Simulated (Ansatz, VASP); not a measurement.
# WC (Qusongite): VASP beside Ansatz, part 2 of 2

One calculation is typed for both programs; each brings its own data sets. How far apart do they land? The cell is taken from a series of runs on this material, whose earlier steps may have relaxed, scaled, displaced or heated it; both programs get it as it stands.

VASP 6.6.1 and Ansatz 0.2.0.

So far: The structure; Ansatz: relaxation of cell and atoms, PBE; VASP: relaxation of cell and atoms, PBE; Side by side.

### Step 5. Ansatz: zone-centre phonons, PBE

Level of this step: Ansatz beside VASP: Kohn-Sham DFT, plane waves, PBE (Ansatz).

Second derivatives magnify differences that forces hide, and they need a tight electronic threshold.

The cell is taken from a series of runs on this material, whose earlier steps may have relaxed, scaled, displaced or heated it; both programs get it as it stands.

File input.yaml:

```yaml
crystal:
  lattice:
    - [2.9217764871, 0.0, 0.0]
    - [-1.4608882435, 2.530332662, 0.0]
    - [0.0, 0.0, 2.8476641329]
  atoms:
    - { symbol: W, position: [0.0, 0.0, 0.0] }
    - { symbol: C, position: [0.6666666667, 0.3333333333, 0.5] }
kpoints:
  mp_grid: { grid: [18, 18, 20] }
hamiltonian:
  xc: pbe
scf:
  occupations: { method: fermi_dirac, width: 0.1 }
output:
  eigenvalues: true
phonons:
  method: dfpt
  qpoints:
    - [0, 0, 0]
    - [0.166666667, 0.0, 0.0]
    - [0.333333333, 0.0, 0.0]
    - [0.5, 0.0, 0.0]
```

Started as:

```
$ ansatz run input.yaml --threads 4 --pin off --max-ram 8192MiB --backend cpu --events-out ev --progress --plain --runs-dir out
```

Numbers of over 12 decimals in the logs are rounded to 6 here.

Output:

```text
The run solves and reports these wavevectors of phonons.qpoints, in the list's order, at another value: [0.166666667, 0.0, 0.0] as [0.166667, 0.0, 0.0], [0.333333333, 0.0, 0.0] as [0.333333, 0.0, 0.0].
[...]
Crystal: 2 atoms, lattice volume = 21.053 Å³
Basis set: ecut = 420 eV, 405 PW (Γ), exchange–correlation on 40×40×40 points (8 copies of the dense FFT grid, shifted against one another)
[...]
q = [0, 0, 0] (of the zone-centre solve; hermiticity 3.59e-7, symmetrization 3.46e-11): -0.00 0.00 0.00 565.59 602.26 602.26
  q = [0.166667, 0, 0] (4 solved perturbations in 10890 linear systems a pass and spin channel, the states on 3564 of 6480 k-point pairs; hermiticity 1.53e-7, symmetrization 5.90e-14): 83.36 92.61 139.02 579.72 604.70 634.29
[...]
sum rule: each row above includes the acoustic sum rule's correction from the zone centre's row sums; it moved no ω² by more than (0.95 cm⁻¹)²
[key lines of the parts left out:]
SCF converged after 8 iterations
Free energy (F): -10636.063960 eV
Fermi energy:    20.261031 eV
```

### Step 6. VASP: zone-centre phonons, PBE

The same cell, functional, mesh and smearing now go to VASP, with its own data sets.

File INCAR:

```
SYSTEM = WC
PREC = Accurate
ENCUT = 600
EDIFF = 1E-08
NELM = 120
ISMEAR = -1
SIGMA = 0.1
LREAL = .FALSE.
ALGO = Normal
GGA = PE
NBANDS = 11
LASPH = .TRUE.
LORBIT = 11
LWAVE = .FALSE.
LCHARG = .FALSE.
ISIF = 2
IBRION = 8
GGA_COMPAT = .FALSE.
KPAR = 2
```

File POSCAR:

```
WC
1.0
    2.9217764871      0.0000000000      0.0000000000
   -1.4608882435      2.5303326620      0.0000000000
    0.0000000000      0.0000000000      2.8476641329
W C
1 1
Direct
    0.0000000000      0.0000000000      0.0000000000
    0.6666666667      0.3333333333      0.5000000000
```

File KPOINTS:

```
Automatic mesh
0
Gamma
18 18 20
0 0 0
```

Potentials, in the order of the species: W and C (PBE family, release 64).

Started as:

```
$ mpirun -np 2 vasp_std
```

Output:

```text
[... set-up lines as in an earlier step ...]
 entering main loop
       N       E                     dE             d eps       ncg     rms          rms(c)
DAV:   1     0.289564712762E+02    0.28956E+02   -0.54535E+03  8954   0.925E+02
DAV:   2    -0.234760015089E+02   -0.52432E+02   -0.49948E+02 10273   0.213E+02
DAV:   3    -0.256876331265E+02   -0.22116E+01   -0.21841E+01 11144   0.366E+01
DAV:   4    -0.257042499910E+02   -0.16617E-01   -0.16605E-01  9808   0.364E+00
[...]
DAV:  14    -0.225275445183E+02    0.33829E-07   -0.19804E-08  8107   0.124E-03    0.112E-03
DAV:  15    -0.225275445477E+02   -0.29357E-07   -0.56916E-09  5173   0.612E-04    0.101E-04
DAV:  16    -0.225275445552E+02   -0.75423E-08   -0.63424E-10  4654   0.206E-04
   1 F= -.22527545E+02 E0= -.22522330E+02  d E =-.104285E-01
 Linear response reoptimize wavefunctions to high precision
DAV:   1    -0.225275445555E+02   -0.30093E-09   -0.59285E-11  5692   0.723E-05
DAV:   2    -0.225275445555E+02   -0.78444E-11   -0.32827E-12  4603   0.176E-05
 Linear response DOF=           4
 Linear response progress:
[...]
RMM:   9    -0.117137283734E+00    0.14056E-06   -0.52795E-09 68009   0.216E-05    0.352E-06
RMM:  10    -0.117137269495E+00    0.14239E-07   -0.13162E-09 64431   0.398E-06    0.108E-06
RMM:  11    -0.117137265202E+00    0.42931E-08   -0.10600E-09 52149   0.193E-06    0.173E-07
 first order change of Fermi-energy   0.71840E-05
 force on displaced ion       2 direction 1 : -15.304   0.002   0.000
 Linear response progress:
  Degree of freedom:   4/  4
       N       E                     dE             d eps       ncg     rms          rms(c)
RMM:   1    -0.121710728618E+00   -0.12171E+00    0.62740E-02 33149   0.216E+00
RMM:   2    -0.120455926707E+00    0.12548E-02   -0.23687E-03 22312   0.463E-01    0.186E-01
RMM:   3    -0.120683900956E+00   -0.22797E-03   -0.75951E-04 21083   0.180E-01    0.910E-02
RMM:   4    -0.121652373244E+00   -0.96847E-03   -0.55730E-04 21573   0.141E-01    0.223E-02
[...]
RMM:   9    -0.121680361395E+00    0.19702E-06   -0.21790E-09 23812   0.513E-05    0.157E-05
RMM:  10    -0.121680295314E+00    0.66080E-07   -0.20488E-09 24205   0.178E-05    0.113E-06
RMM:  11    -0.121680292589E+00    0.27252E-08   -0.12770E-09 21779   0.290E-06    0.803E-07
 first order change of Fermi-energy   0.24833E-03
 force on displaced ion       2 direction 3 :  -0.000  -0.000 -13.444
 Linear response finished
```

From OUTCAR (step 6):

```text
  Total       -0.1461424     -0.1461424     -0.1889789     -0.0000000     -0.0000000      0.0000000
  in kB      -11.1217604    -11.1217604    -14.3817077     -0.0000000     -0.0000000      0.0000000
  external PRESSURE =     -12.2084095 kB  Pullay stress =       0.0000000 kB

 POSITION                                       TOTAL-FORCE (eV/Angst)
 -----------------------------------------------------------------------------------
      0.00000      0.00000      0.00000        -0.000000      0.000000      0.000000
      1.46089      0.84344      1.42383         0.000000     -0.000000      0.000000
 -----------------------------------------------------------------------------------
    total drift:                               -0.000000      0.000000      0.000000

[... 2 further parts left out ...]
```

### Step 7. Side by side

What differs besides the data sets and the points named for the pairs above, as far as they apply: the data sets hold 18 valence electrons in Ansatz (on its default PAW (the set named soft_2) files) and 10 in VASP. Total energies have different zeros and are not compared.

Both answers:

| quantity | Ansatz | VASP | difference |
| --- | --- | --- | --- |
| optical mode 1 (cm⁻¹) | 565.6 | 569.4 | -0.68 % |
| optical mode 2 to 3 (cm⁻¹) | 602.3 | 607.6 | -0.87 % |

Modes are paired by rising frequency, not by their patterns, so a pair may set unlike modes beside each other; they are those without the splitting of longitudinal modes.

### Step 8. Outcome

```
difference in volume (relaxation of cell and atoms, PBE)                                                          : 0.30 %
r.m.s. difference of the optical zone-centre modes, each program's sorted by frequency (zone-centre phonons, PBE) : 4.9 cm⁻¹
difference in optical mode 2 to 3 (zone-centre phonons, PBE)                                                      : -0.9 %
```

What this shows: The difference in volume is 0.30 % (relaxation of cell and atoms, PBE), within the 1.2 % picked in this series as the mark of a large difference, as far as the stopping tolerances let one tell. The data sets hold unlike numbers of valence electrons (18 in Ansatz and 10 in VASP), so part of the differences comes from the potentials. Among the rows given in per cent, the largest difference of the zone-centre phonons, PBE pair is in optical mode 2 to 3, -0.9 %. How closely two codes agree says nothing of how well the functional describes the real material.

[Lines on the potential files, build, host, timing and source positions are cut from VASP's logs without a mark.]

[Logs are printed without paths, hosts, clocks, repeated set-up lines and the standing remarks that a program may print on its own settings, such as how far it seeks lower states.]

[Hosts, paths, dates, database ids (printed as entryN), source tags and the programs' standing remarks are cut or masked in the printed files.]
